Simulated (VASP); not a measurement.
Input:

```xyz
2
Lattice="0.0000 3.2755 3.2755 3.2755 0.0000 3.2755 3.2755 3.2755 0.0000" Properties=species:S:1:pos:R:3 pbc="T T T"
Rb     0.0000     0.0000     0.0000
Cl     3.2755     3.2755     3.2755
```

Level of theory: optB88-vdW, VASP's PBE PAW potentials (set 64) (plane waves; VASP). Settings: 520 eV cut-off, 8×8×8 Γ-centred mesh, tetrahedra with Blöchl corrections, potentials Rb_sv Cl.

Problem. Predict the energy per atom (σ→0), band gap (on the k-mesh) with the smallest direct gap where there is one.

Solution. 
The band gap (on the k-mesh) is 4.89 eV. The smallest direct gap (on the k-mesh) is 4.89 eV and the energy per atom (σ→0) comes out as -1.536 eV/atom.

The absolute energy has meaning only against runs of the same code, potentials and settings.

The compound is RbCl in the rock salt structure. It was relaxed first.
